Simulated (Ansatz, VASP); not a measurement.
# P (black phosphorene bilayer, AB) in two plane-wave programs

Aim: how closely do two programs agree when they are given the same cell, functional and k mesh? Of the first pair: The structure shown is the start of the Ansatz relaxation below; VASP solves that cell, so the two are compared at the walk's first step.

Method: plane waves, with VASP 6.6.1 beside it; PBE with D3(BJ), in Ansatz 0.2.0.

### Step 1. The structure

The cell holds 8 atoms: 8 P. Its edges and angles: a = 4.620 Å, b = 3.300 Å, c = 46.380 Å, α = 90.0°, β = 90.0°, γ = 90.0°. Vacuum lies along c.

### Step 2. Ansatz: relaxation, PBE with D3(BJ)

Ansatz runs on its default PAW (the set named soft_2) files.

The two programs are compared at the cell with which this relaxation starts, whose forces are those of its first step.

Contents of input.yaml:

```yaml
crystal:
  lattice:
    - [4.62, 0.0, 0.0]
    - [0.0, 3.3, 0.0]
    - [0.0, 0.0, 46.380000001]
  atoms:
    - { symbol: P, position: [0.09, 0.0, 0.4172056921] }
    - { symbol: P, position: [0.41, 0.5, 0.4193617939] }
    - { symbol: P, position: [0.91, 0.0, 0.4655023717] }
    - { symbol: P, position: [0.59, 0.5, 0.46334627] }
    - { symbol: P, position: [0.09, 0.5, 0.5344976283] }
    - { symbol: P, position: [0.41, 0.0, 0.53665373] }
    - { symbol: P, position: [0.91, 0.5, 0.5827943079] }
    - { symbol: P, position: [0.59, 0.0, 0.5806382061] }
  periodic: [true, true, false]
kpoints:
  mp_grid: { grid: [8, 10, 1] }
hamiltonian:
  xc: pbe
  dispersion: d3bj
scf:
  occupations: { method: fermi_dirac, width: 0.05 }
  convergence: { dr2_threshold: 1.0e-09 }
relax:
  f_tol: 0.004
  max_steps: 90
  cell: {}
output:
  write_potential: true
  write_density: true
  volumetric_format: npy
```

On the command line:

```console
$ ansatz run input.yaml --threads 4 --pin off --max-ram 16384MiB --backend cpu --events-out ev --progress --plain --runs-dir out
```

Numbers of over 12 decimals in the logs are rounded to 6 here.

Output:

```text
Warning: relax.cell: scf.convergence.dr2_threshold = 1e-9 eV is looser than the 2.55932515685e-10 eV advised for a relaxation that steers and ends on the stress (1e-10 eV for each atom of the cell: 8, times the square of relax.cell.stress_2d_tol = 0.05 N/m over 17.7 Å (the atoms' height at the walk's start and 5 Å past either face), 2.828e-2 GPa, over a crystal's default 0.05). What an SCF threshold leaves in a stress goes as its square root, and in the free energy as the threshold itself, and one threshold admits the most on a small cell: [figures from the program's tests cut] Set scf.convergence.dr2_threshold to 2.55932515685e-10 eV or tighter. [rest of the remark cut]
Engine: ansatz 0.2.0, aarch64-unknown-linux-gnu
Pseudopotentials: kind: paw
Pseudopotential: P, paw, valence charge 5, recommended cutoff 420 eV (normal), P.paw.azcp
Functional definition: PBE
  parameter kappa = 0.804
  parameter beta = 0.066725
  exchange = pbe_x(kappa = kappa, mu = beta*pi^2/3)
  correlation = pbe_c(beta = beta)
Crystal: 8 atoms, lattice volume = 707.109 Å³
Basis set: ecut = 420 eV, 13979 PW (Γ), exchange–correlation on 64×48×640 points (8 copies of the dense FFT grid, shifted against one another)
Bands: 28, of which v1, the nominal top of the filled ones, is band 20 counted from 1 (19 counted from 0)
Symmetry: 4 space group operations
Space group: P21/m (ITA 11), of the structure as read, at distance tolerance 8.9e-5 Å
k-points: 30 of 80
Non-local potential: P, projectors of the file, l = 0: 2, l = 1: 2, l = 2: 2
PAW form: soft (Blöchl's): semilocal exchange-correlation on the pseudo side does not see the compensation charge
PAW one-centre angular grid: P, 110 points (default); XC on 64 Gauss nodes
Initial density: superposition of atomic densities (neutral atoms: chi_scale 0, normalization atom), corrected by the library's trained network
Initial wavefunctions: pseudopotential atomic-orbital guess
Functional: x = pbe(κ = 0.804, μ = 0.219515), c = pbe(β = 0.066725)
SCF iter   1: F=—  HF=-6047.422332 eV  |F-HF|=—  |Δ(HF+E_count)|=         —  Δρ=1.37e-3  dr2=1.18e-1  ethr=1.77e-3  ⟨swp⟩=13.3  Hψ=7123  notcnv=0
preconditioner: auto → Resta (q_TF=auto, 1.690 Å⁻¹)  ε∞=2.0  [insulator: Δε(μ)=0.340 eV  Ē_g=8.734 eV  σ=0.050 eV  W_gap=0.94  n_scr=54 (ndim 8)  ℏωp=8.8 eV  f_vac=0.741  D(μ)=0.05/eV (n_scr^D=0)  ε∞_Penn≈2.0  vacuum switching on, ρ_ref=5.5e-3 e/Å³]
SCF iter   2: F=—  HF=-6047.428593 eV  |F-HF|=—  |Δ(HF+E_count)|=   6.26e-3  Δρ=1.65e-3  dr2=1.84e-1  ethr=2.96e-4  ⟨swp⟩=4.6  Hψ=2045  notcnv=0  defer=46
SCF iter   3: F=—  HF=-6047.407611 eV  |F-HF|=—  |Δ(HF+E_count)|=   2.10e-2  Δρ=5.95e-4  dr2=4.99e-3  ethr=2.96e-4  ⟨swp⟩=2.9  Hψ=1295  notcnv=0  defer=46
SCF iter   4: F=—  HF=-6047.407748 eV  |F-HF|=—  |Δ(HF+E_count)|=   1.37e-4  Δρ=1.62e-4  dr2=6.89e-4  ethr=1.25e-5  ⟨swp⟩=3.3  Hψ=1691  notcnv=0  defer=46
SCF iter   5: F=—  HF=-6047.407705 eV  |F-HF|=—  |Δ(HF+E_count)|=   4.37e-5  Δρ=6.76e-5  dr2=4.05e-5  ethr=1.72e-6  ⟨swp⟩=2.7  Hψ=1382  notcnv=0  defer=46
SCF iter   6: F=—  HF=-6047.407692 eV  |F-HF|=—  |Δ(HF+E_count)|=   1.28e-5  Δρ=2.09e-5  dr2=7.80e-6  ethr=1.01e-7  ⟨swp⟩=3.0  Hψ=1823  notcnv=0  defer=46
SCF iter   7: F=—  HF=-6047.407690 eV  |F-HF|=—  |Δ(HF+E_count)|=   1.67e-6  Δρ=5.21e-6  dr2=4.71e-7  ethr=1.95e-8  ⟨swp⟩=2.9  Hψ=1597  notcnv=0  defer=46
SCF iter   8: F=—  HF=-6047.407753 eV  |F-HF|=—  |Δ(HF+E_count)|=   6.25e-5  Δρ=1.54e-6  dr2=2.27e-8  ethr=1.18e-9  ⟨swp⟩=2.9  Hψ=1620  notcnv=0  defer=46
SCF iter   9: F=-6047.407753 eV  HF=-6047.407753 eV  |F-HF|=7.87e-10  |Δ(HF+E_count)|=   2.31e-8  Δρ=2.07e-7  dr2=2.69e-10  ethr=2.50e-12  ⟨swp⟩=10.0  Hψ=7775  notcnv=0
SCF 1 converged in 9 iterations: F = -6047.407753 eV  dr2 = 2.69e-10
  greatest PAW one-centre occupation: 0.815 electrons in one spin orbital (limit 2), on the P atom at site 4 (counted from 0), in its partial waves of l = 0
relax step   1: F+E_penalty+E_count = -6047.40775255 eV  Δ(F+E_penalty+E_count) = +0.000e0 eV  max|allowed force component| = 1.075e0 eV/Å  Δτ_max = 0.0000 Å  P = -2.374 N/m  Ω = 707.109 Å³  fix = [c, alpha, beta]  reactions: c +0.000 N/m; beta +0.000 N/m/rad  (9 SCF iters, accepted)
[...]
relax step   8: F+E_penalty+E_count = -6047.74797065 eV  Δ(F+E_penalty+E_count) = -4.400e-5 eV  max|allowed force component| = 1.477e-3 eV/Å  Δτ_max = 0.0022 Å  P = -0.000 N/m  Ω = 662.448 Å³  energy of the carried Pulay correction = +1.303e-3 eV  fix = [c, alpha, beta]  reactions: c -0.000 N/m; beta +0.000 N/m/rad  (7 SCF iters, accepted)
[...]
relax step   9: F+E_penalty+E_count = -6047.74733229 eV  Δ(F+E_penalty+E_count) = +6.384e-4 eV  max|allowed force component| = 1.445e-3 eV/Å  Δτ_max = 0.0000 Å  P = -0.009 N/m  Ω = 662.448 Å³  fix = [c, alpha, beta]  reactions: c +0.000 N/m; beta +0.000 N/m/rad  stress off target by 1.72e-2 N/m on what of the cell is left free  SCF on the basis re-selected at this cell (its energy is not comparable with the rows above)  (4 SCF iters)
basis re-selected at this cell: Δ(F+E_penalty+E_count) = +6.384e-4 eV, ΔP = -0.009 N/m vs the last step (what re-selecting the basis moved, of the pressure what is left beyond the Pulay correction that the steps carried, after the strain that the cell walked since its last selection, with what the two solves' SCF thresholds leave and, on support functions, any second-order correction that the steps lacked; it is no measure of the basis error at this ecutwfc). The dense FFT grid was sized anew with the basis: this SCF ran on 30×24×320 points, the steps before it on 32×24×320, so part of this shift can come from that change (see relax.cell in the input reference). [rest of the remark cut]
WARN: The output density's exchange-correlation potential varies sharply where the density is thin. Do not read a vacuum level from v_tot or v_xc, or from such a field of the output density. On a cell that repeats whose density bears no net charge and no dipole along the vacuum's axis use v_es (v_loc + v_h of the components); under efield.dipole_correction with no amplitude use v_es + v_field, which holds any externa [...]
SCF converged after 4 iterations
Free energy (F): -6047.747332 eV
Harris-Foulkes:  -6047.747332 eV  (|F-HF|=1.81e-10)
Internal energy: -6047.744532 eV  (E = F + TS)
E sigma→0 (E₀):  -6047.745932 eV
Entropy (-TS):   -0.002800 eV (-0.350 meV/atom)
Fermi energy:    -4.367081 eV
--- Per-component energies (eV) ---
  E_band       = -447.093646
  E_kinetic    = 561.718709
  E_local      = -85106.563439  (includes V_loc(G=0)·N_el)
  E_nonlocal   = 271.505070
  E_hartree    = 42185.583547
  E_xc         = -490.821709
  E_vxc        = -484.656765  (∫ρ·V_xc dr)
  E_paw        = -4554.686006  (= ΣΔE_a)
  E_vpaw       = -60.266370  (= ΣTr[D̂ρ^β])
  E_aug_tail   = 0.000025  (compensation charges beyond the density's cutoff)
  E_ewald      = 41088.047765
  E_disp       = -2.528495  (pairwise vdW)
  E_smearing   = -0.002800  (= −TS)
  E_closure    = 0.000000  (closes the sum)
  Σ components = -6047.747332   (vs F -6047.747332, Δ=0.00e0)
--- Forces (eV/Å), atoms counted from 1 ---
  atom   1  P     -0.00144525    -0.00000000    -0.00042274
  atom   2  P      0.00127081     0.00000000    -0.00027479
  atom   3  P     -0.00140125     0.00000000     0.00090210
  atom   4  P      0.00104446    -0.00000000     0.00108547
  atom   5  P      0.00140125    -0.00000000    -0.00090210
  atom   6  P     -0.00104446     0.00000000    -0.00108547
  atom   7  P      0.00144525     0.00000000     0.00042274
  atom   8  P     -0.00127081    -0.00000000     0.00027479
  max |Σ_I F_I| component: 1.08e-19 eV/Å
--- 2D stress c σ (N/m, compression-positive) ---
       -0.017192      -0.000000      -0.000000
       -0.000000      -0.001720      -0.000000
       -0.000000      -0.000000      -0.000000
  P = ½ c Tr σ = -0.0095 N/m
--- Band table (eV; the first three rows and the last of 30) ---
  k-point 0: bands = [... 16 lower, -6.7034, -6.6601, -5.3952, -4.4049, -4.3129, -3.6325, -3.6202, -3.3201, ... 4 higher]
  k-point 1: bands = [... 16 lower, -7.1197, -6.6287, -5.3381, -4.5199, -4.2053, -3.5299, -2.6728, -2.4076, ... 4 higher]
  k-point 2: bands = [... 16 lower, -6.9684, -6.4584, -5.4240, -4.9982, -3.9102, -3.5620, -3.0021, -2.9641, ... 4 higher]
  k-point 29: bands = [... 16 lower, -6.4687, -6.4687, -6.4607, -6.4607, -2.4847, -2.4847, -2.4753, -2.4753, ... 4 higher]
  the weakly bound empty levels are not read free of the cell's end (no_gap_told)
--- Relaxed structure (8 steps of the walk, 8 accepted, 1 SCFs on fresh bases) ---
  F+E_penalty+E_count = -6047.74733229 eV   max|allowed force component| = 1.445e-3 eV/Å   (the final SCF, on the basis selected at the relaxed cell)
  cell:  # Å, volume = 662.4482 Å³
    - [4.320110, 0.0, 0]
    - [0.0, 3.306180, 0.0]
    - [0, 0.0, 46.380000001]
  atoms:
    - { symbol: P, position: [0.079416, 0.0, 0.421969] }
    - { symbol: P, position: [0.422689, 0.5, 0.421981] }
    - { symbol: P, position: [0.923399, 0.0, 0.468208] }
    - { symbol: P, position: [0.578653, 0.5, 0.468222] }
    - { symbol: P, position: [0.076601, 0.5, 0.531792] }
    - { symbol: P, position: [0.421347, 0.0, 0.531778] }
    - { symbol: P, position: [0.920584, 0.5, 0.578031] }
    - { symbol: P, position: [0.577311, 0.0, 0.578019] }
```

Reading the cycles: dr2 is the Hartree energy of the density residual (eV), the measure of convergence; HF is the Harris–Foulkes estimate of the energy, which meets the free energy F at convergence.

### Step 3. VASP: single point, PBE with D3(BJ), start cell, pair 1

The same cell, functional, mesh and smearing now go to VASP, with its own data sets.

Lines of VASP's logs that name or quote its potential files are left out, and so is its time.

Contents of INCAR:

```
SYSTEM = P
PREC = Accurate
ENCUT = 400
EDIFF = 1E-06
NELM = 120
ISMEAR = -1
SIGMA = 0.05
LREAL = .FALSE.
ALGO = Normal
GGA = PE
IVDW = 12
NBANDS = 28
LORBIT = 11
LWAVE = .FALSE.
LCHARG = .FALSE.
ISIF = 2
LDIPOL = .TRUE.
IDIPOL = 3
DIPOL = 0.5 0.5 0.5
LVHAR = .TRUE.
LASPH = .TRUE.
GGA_COMPAT = .FALSE.
NELMDL = -8
KPAR = 2
```

Contents of POSCAR:

```
P
1.0
    4.6200000000      0.0000000000      0.0000000000
    0.0000000000      3.3000000000      0.0000000000
    0.0000000000      0.0000000000     46.3800000000
P
8
Direct
    0.0900000000      0.0000000000      0.4172056921
    0.4100000000      0.5000000000      0.4193617939
    0.9100000000      0.0000000000      0.4655023717
    0.5900000000      0.5000000000      0.4633462699
    0.0900000000      0.5000000000      0.5344976283
    0.4100000000      0.0000000000      0.5366537301
    0.9100000000      0.5000000000      0.5827943079
    0.5900000000      0.0000000000      0.5806382061
```

Contents of KPOINTS:

```
Automatic mesh
0
Gamma
8 10 1
0 0 0
```

Potentials, in the order of the species: P (PBE family, release 64).

On the command line:

```console
$ mpirun -np 2 vasp_std
```

Output:

```text
[banner, memory and clock lines left out]
running    2 mpi-ranks, on    1 nodes
 distrk:  each k-point on    1 cores,    2 groups
 distr:  one band on    1 cores,    1 groups

 POSCAR found type information on POSCAR P
 POSCAR found :  1 types and       8 ions
 LDA part: xc-table for (Slater+PW92), standard interpolation
 POSCAR, INCAR and KPOINTS ok, starting setup
 FFT: planning ... GRIDC
 FFT: planning ... GRID_SOFT
 FFT: planning ... GRID
 WAVECAR not read
 entering main loop
       N       E                     dE             d eps       ncg     rms          rms(c)
DAV:   1     0.279854651316E+03    0.27985E+03   -0.10772E+04  1696   0.805E+02
DAV:   2    -0.335861293893E+01   -0.28321E+03   -0.27219E+03  2624   0.174E+02
DAV:   3    -0.419853445096E+02   -0.38627E+02   -0.38462E+02  2012   0.726E+01
DAV:   4    -0.431061234041E+02   -0.11208E+01   -0.11163E+01  2356   0.158E+01
DAV:   5    -0.431329049931E+02   -0.26782E-01   -0.26729E-01  2616   0.215E+00
DAV:   6    -0.431334173728E+02   -0.51238E-03   -0.51219E-03  2464   0.287E-01
DAV:   7    -0.431334342074E+02   -0.16835E-04   -0.16832E-04  2660   0.417E-02
DAV:   8    -0.431334344241E+02   -0.21672E-06   -0.21657E-06  2024   0.503E-03    0.141E+01
DAV:   9    -0.428764690994E+02    0.25697E+00   -0.19792E-01  2052   0.191E+00    0.835E+00
DAV:  10    -0.427722908708E+02    0.10418E+00   -0.31108E-01  2088   0.239E+00    0.452E-01
DAV:  11    -0.427714278487E+02    0.86302E-03   -0.25031E-02  2044   0.786E-01    0.291E-01
DAV:  12    -0.427712762469E+02    0.15160E-03   -0.18890E-03  2384   0.206E-01    0.167E-01
DAV:  13    -0.427710871035E+02    0.18914E-03   -0.52565E-04  1960   0.101E-01    0.734E-02
DAV:  14    -0.427710169264E+02    0.70177E-04   -0.22511E-04  2156   0.677E-02    0.285E-02
[...]
DAV:  20    -0.427714508521E+02   -0.27627E-04   -0.97791E-07  1568   0.318E-03    0.240E-03
DAV:  21    -0.427714879130E+02   -0.37061E-04   -0.93386E-07  1496   0.317E-03    0.172E-03
DAV:  22    -0.427715007537E+02   -0.12841E-04   -0.14610E-07  1260   0.155E-03    0.836E-04
DAV:  23    -0.427715171603E+02   -0.16407E-04   -0.59009E-07  1412   0.184E-03    0.708E-04
DAV:  24    -0.427715194777E+02   -0.23174E-05   -0.36526E-08  1136   0.687E-04    0.325E-04
DAV:  25    -0.427715231356E+02   -0.36580E-05   -0.65944E-08  1172   0.600E-04    0.151E-04
DAV:  26    -0.427715251622E+02   -0.20265E-05   -0.35895E-08  1120   0.436E-04    0.170E-04
DAV:  27    -0.427715261303E+02   -0.96818E-06   -0.10027E-08   996   0.253E-04
   1 F= -.45034028E+02 E0= -.45033792E+02  d E =-.472073E-03
```

Parts of OUTCAR (step 3):

```text
ion  position               nearest neighbor table
   1  0.090  0.000  0.417-   2 2.22   2 2.22   3 2.39
   2  0.410  0.500  0.419-   4 2.20   1 2.22   1 2.22
   3  0.910  0.000  0.466-   4 2.22   4 2.22   1 2.39
   4  0.590  0.500  0.463-   2 2.20   3 2.22   3 2.22
   5  0.090  0.500  0.534-   6 2.22   6 2.22   7 2.39
   6  0.410  0.000  0.537-   8 2.20   5 2.22   5 2.22
   7  0.910  0.500  0.583-   8 2.22   8 2.22   5 2.39
   8  0.590  0.000  0.581-   6 2.20   7 2.22   7 2.22

  LATTYP: Found a simple orthorhombic cell.
 ALAT       =     3.3000000000
 B/A-ratio  =     1.4000000000
 C/A-ratio  =    14.0545454545

 Subroutine GETGRP returns: Found  4 space group operations
 (whereof  2 operations were pure point group operations)

The static configuration has the point symmetry C_1h.
 The point group associated with its full space group is C_2h.

 Found     30 irreducible k-points:

   k-points           NKPTS =     30   k-points in BZ     NKDIM =     30   number of bands    NBANDS=     28

   dimension x,y,z NGX =    30 NGY =   24 NGZ =  320
   dimension x,y,z NGXF=    60 NGYF=   48 NGZF=  640

   ENCUT  =  400.0 eV  29.40 Ry    5.42 a.u.   7.53  5.38 75.63*2*pi/ulx,y,z

   NELECT =      40.0000    total number of electrons

 k-points in reciprocal lattice and weights: Automatic mesh
   0.00000000  0.00000000  0.00000000       0.013
   0.12500000  0.00000000  0.00000000       0.025
   0.25000000  0.00000000  0.00000000       0.025
   0.37500000  0.00000000  0.00000000       0.025
   0.50000000  0.00000000  0.00000000       0.013
   0.00000000  0.10000000  0.00000000       0.025
   0.12500000  0.10000000  0.00000000       0.050
   0.25000000  0.10000000  0.00000000       0.050
   0.37500000  0.10000000  0.00000000       0.050
[...]
0.37500000  0.50000000  0.00000000       0.025
   0.50000000  0.50000000  0.00000000       0.013

 dipolmoment           0.000000      0.000000     -0.000000 electrons x Angstroem

 average (electrostatic) potential at core
       1 -91.6851       2 -91.5666       3 -91.7140       4 -91.5951       5 -91.7140
       6 -91.5951       7 -91.6851       8 -91.5666

 E-fermi :  -2.1016

 k-point     1 :       0.0000    0.0000    0.0000
  band No.  band energies     occupation
    ...
     16      -4.5048      2.00000
     17      -4.4164      2.00000
     18      -4.0915      2.00000
     19      -2.9324      2.00000
     20      -2.2874      1.95247
     21      -1.9229      0.05454
     22      -1.6690      0.00035
     23      -1.0771      0.00000
     24      -0.9379      0.00000
     25      -0.0251      0.00000
    ...

 k-point     2 :       0.1250    0.0000    0.0000
  band No.  band energies     occupation
    ...
     16      -4.4690      2.00000
     17      -4.3554      2.00000
     18      -3.8724      2.00000
     19      -3.4475      2.00000
     20      -2.8584      2.00000
     21      -1.4075      0.00000
     22      -1.1216      0.00000
     23      -1.0028      0.00000
     24      -0.8587      0.00000
     25      -0.1566      0.00000
    ...

 k-point     3 :       0.2500    0.0000    0.0000
  band No.  band energies     occupation
    ...
     16      -4.6262      2.00000
     17      -4.5452      2.00000
     18      -3.8040      2.00000
     19      -3.4156      2.00000
     20      -3.1845      2.00000
     21      -0.9731      0.00000
     22      -0.7264      0.00000
     23      -0.6299      0.00000
     24      -0.5134      0.00000
     25      -0.4986      0.00000
    ...

 Edisp (eV)   -2.26250

  Total      -2.71716    -2.42854    -2.55629     0.00000     0.00000    -0.30704
  in kB      -6.15658    -5.50262    -5.79208     0.00000     0.00000    -0.69570
  external pressure =       -5.82 kB  Pullay stress =        0.00 kB

  energy-cutoff  :      400.00
  volume of cell :      707.11
      direct lattice vectors                 reciprocal lattice vectors
     4.620000000  0.000000000  0.000000000     0.216450216  0.000000000  0.000000000
     0.000000000  3.300000000  0.000000000     0.000000000  0.303030303  0.000000000
     0.000000000  0.000000000 46.380000000     0.000000000  0.000000000  0.021561018

 POSITION                                       TOTAL-FORCE (eV/Angst)
 -----------------------------------------------------------------------------------
      0.41580      0.00000     19.35000        -0.019676      0.000000      1.107168
      1.89420      1.65000     19.45000         0.114684      0.000000     -0.741034
      4.20420      0.00000     21.59000         0.070535      0.000000     -1.013083
      2.72580      1.65000     21.49000        -0.184094      0.000000      0.830429
      0.41580      1.65000     24.79000        -0.070535      0.000000      1.013083
      1.89420      0.00000     24.89000         0.184094      0.000000     -0.830429
      4.20420      1.65000     27.03000         0.019676      0.000000     -1.107168
      2.72580      0.00000     26.93000        -0.114684      0.000000      0.741034
 -----------------------------------------------------------------------------------
    total drift:                                0.000000     -0.000000      0.000000

  FREE ENERGIE OF THE ION-ELECTRON SYSTEM (eV)
  ---------------------------------------------------
  free  energy   TOTEN  =       -45.0340280369 eV

  energy  without entropy=      -45.0335559637  energy(sigma->0) =      -45.03379200

 vacuum level on the upper side and lower side of the slab         2.385         2.385

 total charge
# of ion       s       p       d       tot
------------------------------------------
    1        1.091   1.345   0.000   2.436
    2        1.070   1.406   0.000   2.476
    3        1.092   1.342   0.000   2.435
    4        1.071   1.403   0.000   2.474
    5        1.092   1.342   0.000   2.435
    6        1.071   1.403   0.000   2.474
    7        1.091   1.345   0.000   2.436
    8        1.070   1.406   0.000   2.476
--------------------------------------------------
tot          8.650  10.993   0.000  19.643

[... 3 further parts left out ...]
```

[end of part 1 of 2]

[Lines on the potential files, build, host, timing and source positions are cut from VASP's logs without a mark.]

[Logs are printed without paths, hosts, clocks, repeated set-up lines and the standing remarks that a program may print on its own settings, such as how far it seeks lower states.]

[Hosts, paths, dates, database ids (printed as entryN), source tags and the programs' standing remarks are cut or masked in the printed files.]
